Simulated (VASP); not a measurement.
Input of a VASP 6.6.1 run:

The input INCAR:

```
SYSTEM = Ge24H8Br
PREC     = Accurate       ! precision mode
ENCUT    = 400            ! plane-wave cutoff, eV
EDIFF    = 1E-7           ! SCF threshold, eV
ISMEAR   = 0              ! smearing method
SIGMA    = 0.05           ! smearing width, eV
LREAL    = Auto         
LASPH    = .True.         ! aspherical terms in the spheres
NELM     = 80             ! most SCF steps
ALGO     = Normal         ! electronic algorithm
ISIF     = 2              ! what is computed and relaxed
LWAVE    = .False.        ! write WAVECAR
LCHARG   = .False.        ! write CHGCAR
GGA      = PE             ! functional
ISYM     = 0            
NCORE    = 4
```

Contents of KPOINTS:

```
Automatic mesh
0
Gamma
  1 1 1
  0 0 0
```

Contents of POSCAR:

```
Ge24H8Br                                
1.0
    8.0016203359      8.0016203359      0.0000000000
   -8.0016203359      8.0016203359      0.0000000000
    0.0000000000      0.0000000000     23.7419000000
  Ge              H               Br            
    48    16     2
Selective dynamics
Direct
     0.6858777433503989    0.3126358687057849    0.4194054978243426   T   T   T
     0.8134537843704476    0.6763823183373323    0.4208325137056317   T   T   T
     0.0576127768334381    0.9444103191347328    0.4182476325178649   T   T   T
     0.3108127975256840    0.1966637357725265    0.4376728367620907   T   T   T
     0.9717585105438583    0.5299741758604156    0.4584905467673607   T   T   T
     0.2157242768455947    0.7840787282708692    0.4288871350169196   T   T   T
     0.4670548517882671    0.0303682024490966    0.4611894857207591   T   T   T
     0.5333874479752246    0.4630746015424301    0.4543173901844691   T   T   T
     0.8775601566328356    0.3892039697775032    0.3873213842680617   T   T   T
     0.8729285649300559    0.8693035101282731    0.3818353565378210   T   T   T
     0.1336133998602862    0.1309679097994673    0.3844437983400651   T   T   T
     0.3865609574527706    0.3733072254554127    0.3869855823165814   T   T   T
     0.1110175780646041    0.6167803938014657    0.3857620165300878   T   T   T
     0.3818288003813981    0.8925165297320040    0.3869342272021150   T   T   T
     0.6073671964370628    0.1211918734490152    0.3883598786377358   T   T   T
     0.6179637294567011    0.6133033753970328    0.3874161581277950   T   T   T
     0.9971422679281721    0.2537112521361781    0.3283608273018489   T   T   T
     0.0064513854516629    0.7446943996429861    0.3176258906870420   T   T   T
     0.2518533073908483    0.9977516323337101    0.3199423244987334   T   T   T
     0.4983840399688834    0.2517842646726535    0.3205192410743747   T   T   T
     0.2516851632624954    0.4975153025791937    0.3304170510845644   T   T   T
     0.4995975826084994    0.7523402438373237    0.3295360765436809   T   T   T
     0.7443017884688131    0.0053419467165708    0.3279228109460018   T   T   T
     0.7510939165951388    0.5024916190943794    0.3199276171744049   T   T   T
     0.8741886693118814    0.1264367297815764    0.2671645207752516   T   T   T
     0.8747232361789129    0.6254220861511592    0.2595091537686310   T   T   T
     0.1273048801350484    0.8748694705446262    0.2604296829717088   T   T   T
     0.3750346626902427    0.1269949066818284    0.2607954363869630   T   T   T
     0.1267461873054115    0.3752482941258766    0.2672557315873094   T   T   T
     0.3738771628298767    0.6258178687186390    0.2683817439284420   T   T   T
     0.6248038219422360    0.8742957257643416    0.2666765340184271   T   T   T
     0.6239815332934263    0.3756531990893730    0.2619495061588219   T   T   T
     0.7506497124425144    0.2499980952485989    0.2039042336076497   T   T   T
     0.7479466944445627    0.7523913190875459    0.2030094028853718   T   T   T
     0.9981960407263335    0.0018944182753182    0.2043451237535687   T   T   T
     0.2480204138703166    0.2517597547342019    0.2033807937905142   T   T   T
     0.0027493912976770    0.4978269388928733    0.2036053575037015   T   T   T
     0.2525121485741797    0.7475263878889808    0.2034755780958896   T   T   T
     0.5008061446517140    0.9982885973508334    0.2038768358310649   T   T   T
     0.4974426393309131    0.5025072073419797    0.2046003242079959   T   T   T
     0.8750000000000000    0.3750000000000000    0.1448662490999979   F   F   F
     0.8750000000000000    0.8750000000000000    0.1448662490999979   F   F   F
     0.1250000000000000    0.1250000000000000    0.1448662490999979   F   F   F
     0.3750000000000000    0.3750000000000000    0.1448662490999979   F   F   F
     0.1250000000000000    0.6250000000000000    0.1448662490999979   F   F   F
     0.3750000000000000    0.8750000000000000    0.1448662490999979   F   F   F
     0.6250000000000000    0.1250000000000000    0.1448662490999979   F   F   F
     0.6250000000000000    0.6250000000000000    0.1448662490999979   F   F   F
     0.9510221023000014    0.2989778976999986    0.1052990704000010   F   F   F
     0.7989778976999986    0.4510221023000014    0.1052990704000010   F   F   F
     0.9510221023000014    0.7989778976999986    0.1052990704000010   F   F   F
     0.7989778976999986    0.9510221023000014    0.1052990704000010   F   F   F
     0.2010221023000014    0.0489778976999986    0.1052990704000010   F   F   F
     0.0489778976999986    0.2010221023000014    0.1052990704000010   F   F   F
     0.4510221023000014    0.2989778976999986    0.1052990704000010   F   F   F
     0.2989778976999986    0.4510221023000014    0.1052990704000010   F   F   F
     0.2010221023000014    0.5489778976999986    0.1052990704000010   F   F   F
     0.0489778976999986    0.7010221023000014    0.1052990704000010   F   F   F
     0.4510221023000014    0.7989778976999986    0.1052990704000010   F   F   F
     0.2989778976999986    0.9510221023000014    0.1052990704000010   F   F   F
     0.7010221023000014    0.0489778976999986    0.1052990704000010   F   F   F
     0.5489778976999986    0.2010221023000014    0.1052990704000010   F   F   F
     0.7010221023000014    0.5489778976999986    0.1052990704000010   F   F   F
     0.5489778976999986    0.7010221023000014    0.1052990704000010   F   F   F
     0.2466151587759942    0.7515142840895417    0.5261701335737579   T   T   T
     0.2289186349978519    0.2698849652889385    0.5237805029106318   T   T   T
```

Potentials or basis: VASP PAW PBE potentials, release 64 (Ge_d, H, Br).

The run is started by

```sh
$ cat potpaw_PBE.64/Ge_d/POTCAR potpaw_PBE.64/H/POTCAR potpaw_PBE.64/Br/POTCAR > POTCAR
$ mpirun -np 8 vasp_gam > vasp.out
```

**Question.** What does it give for the largest force?

**Answer.** 0.263 eV/Å.

**Question.** What does it give for the band gap on the k mesh?

**Answer.** 0.53 eV, direct.

Forces on the atoms (eV/Å):
```
Ge  -0.087 -0.014  0.003
Ge   0.100 -0.022  0.016
Ge   0.057 -0.001  0.011
Ge   0.030  0.008  0.060
Ge  -0.082 -0.023  0.024
Ge  -0.047  0.002  0.076
Ge  -0.009  0.010  0.038
Ge   0.074  0.015  0.042
Ge  -0.036  0.010  0.100
Ge   0.020 -0.034  0.061
Ge   0.008 -0.033  0.055
Ge   0.021  0.013  0.059
Ge  -0.026 -0.021  0.060
Ge  -0.003  0.027  0.065
Ge  -0.007 -0.008  0.097
Ge   0.033 -0.006  0.076
Ge  -0.002 -0.003  0.016
Ge  -0.016  0.000  0.068
Ge  -0.006 -0.016  0.040
Ge   0.031  0.031  0.044
Ge  -0.001 -0.007  0.012
Ge  -0.003  0.008  0.042
Ge  -0.003 -0.011  0.033
Ge  -0.006  0.010  0.098
Ge   0.000 -0.017 -0.005
Ge  -0.010  0.008 -0.037
Ge  -0.006  0.016 -0.031
Ge   0.005  0.004 -0.029
Ge  -0.002  0.007 -0.016
Ge   0.017  0.012  0.003
Ge  -0.001  0.006  0.006
Ge   0.008  0.010 -0.029
Ge   0.009  0.000 -0.033
Ge   0.008 -0.005 -0.030
Ge  -0.010  0.003 -0.054
Ge  -0.002  0.000 -0.047
Ge   0.005 -0.007 -0.045
Ge   0.015  0.001 -0.058
Ge   0.003  0.005 -0.046
Ge  -0.004  0.000 -0.034
Ge   0.189  0.038 -0.140
Ge  -0.181  0.058 -0.147
Ge  -0.188 -0.028 -0.132
Ge  -0.193  0.050 -0.094
Ge   0.188  0.010 -0.184
Ge   0.189 -0.007 -0.182
Ge   0.130 -0.029 -0.067
Ge  -0.201 -0.077 -0.111
H   -0.083 -0.011 -0.012
H    0.050  0.011  0.037
H   -0.037  0.008  0.038
H    0.067  0.029 -0.016
H   -0.041 -0.012  0.034
H    0.082 -0.021 -0.013
H   -0.049  0.004  0.035
H    0.111  0.004 -0.009
H   -0.110  0.006 -0.014
H    0.046  0.012  0.028
H   -0.103  0.010 -0.012
H    0.049 -0.025  0.028
H   -0.063  0.007 -0.021
H    0.051  0.001  0.027
H   -0.047 -0.005  0.040
H    0.102 -0.006 -0.003
Br  -0.011 -0.002  0.107
Br  -0.018 -0.006  0.070
```
